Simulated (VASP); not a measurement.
Input for VASP

**POSCAR**
```
C
1
    1.2330805222    -2.1357576173     0.0000000000
    1.2330805222     2.1357576173     0.0000000000
    0.0000000000     0.0000000000     6.7104250183
C
4
Direct
  0.0000000000   0.0000000000   0.2500000000
  0.0000000000   0.0000000000   0.7500000000
  0.3333330000   0.6666670000   0.2500000000
  0.6666670000   0.3333330000   0.7500000000
```

INCAR:
```
LWAVE=F
PREC=Accurate
ISIF=3   ! ions, shape and volume
IBRION=2
NELM=100   ! most electronic steps
ALGO=Normal   ! blocked Davidson
ISMEAR=0   ! Gaussian
LCHARG=F
LASPH=T   ! aspherical one-centre terms
SYSTEM=C
NSW=60   ! most ionic steps
GGA=PE   ! PBE
IVDW=12
LREAL=F
EDIFF=1E-6   ! SCF stop (eV)
EDIFFG=-0.02
ENCUT=520
SIGMA=0.05
```

KPOINTS:
```
Automatic mesh
0
Gamma
9 9 3
0 0 0
```

POTCAR, in this order: C (PBE.64 set). Program: vasp_std.

Q: Translate this PBE-D3(BJ) calculation to Ansatz.

A: One equivalent input (not run):
Ansatz 0.2 input:
```yaml
crystal:
  lattice:
    - [1.2330805, -2.1357576, 0.0000000]
    - [1.2330805, 2.1357576, 0.0000000]
    - [0.0000000, 0.0000000, 6.7104250]
  atoms:
    - { symbol: C, position: [0.0000000, 0.0000000, 0.2500000] }
    - { symbol: C, position: [0.0000000, 0.0000000, 0.7500000] }
    - { symbol: C, position: [0.3333330, 0.6666670, 0.2500000] }
    - { symbol: C, position: [0.6666670, 0.3333330, 0.7500000] }
kpoints:
  mp_grid: { grid: [9, 9, 3] }
hamiltonian:
  xc: pbe
  dispersion: d3bj
  pseudopotentials: { kind: paw }
scf:
  occupations: { method: gaussian, width: 0.05 }
  max_iter: 100
relax:
  max_steps: 60
  f_tol: 0.02
  cell: {}
output: { forces: true, stress: true, eigenvalues: true }
```
Limits of the translation: each code has its own PAW files, so the cut-off isn't converted (ENCUT is set for VASP's; basis.ecutwfc is left out, and Ansatz then takes the one that its files recommend); Ansatz stops its SCF on the density residual and VASP on the energy change (EDIFF).

The compound is C in the graphite structure. It was relaxed first. The k-mesh is coarse (spacing up to 0.33 per Å, 2π included), so the numbers may not be converged in it. The start is the result of an earlier pass.
